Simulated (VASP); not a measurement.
A cell of W (bcc) near equilibrium:

```yaml
crystal:
  lattice:
    - [-1.57857, 1.57857, 1.57857]
    - [1.57857, -1.57857, 1.57857]
    - [1.57857, 1.57857, -1.57857]
  atoms:
    - { symbol: W, position: [0.00000, 0.00000, 0.00000] }
```

Level of theory: PBEsol GGA, VASP's PBE PAW potentials (set 64) (plane waves; VASP).

| run | ΔE (meV/atom) | σxx | σyy | σzz | largest shear component, with its sign (GPa) | largest force (eV/Å) |
|---|---|---|---|---|---|---|
| as it is | 0.0 | -0.66 | -0.66 | -0.66 | 0.00 | 0.000 |
| after one change | 23.2 | 6.50 | 17.41 | 6.50 | 0.00 | 0.000 |
Stress is in GPa, positive when the cell is compressed.

**Question.** Name the change that produced these shifts.
(A) biaxial strain of -0.5 % in the xy plane
(B) biaxial strain of -4.0 % in the xz plane
(C) uniaxial strain of -1.0 % along z
(D) uniaxial strain of -3.0 % along y

**Answer.** D, uniaxial strain of -3.0 % along y

The compound is W in the bcc structure.
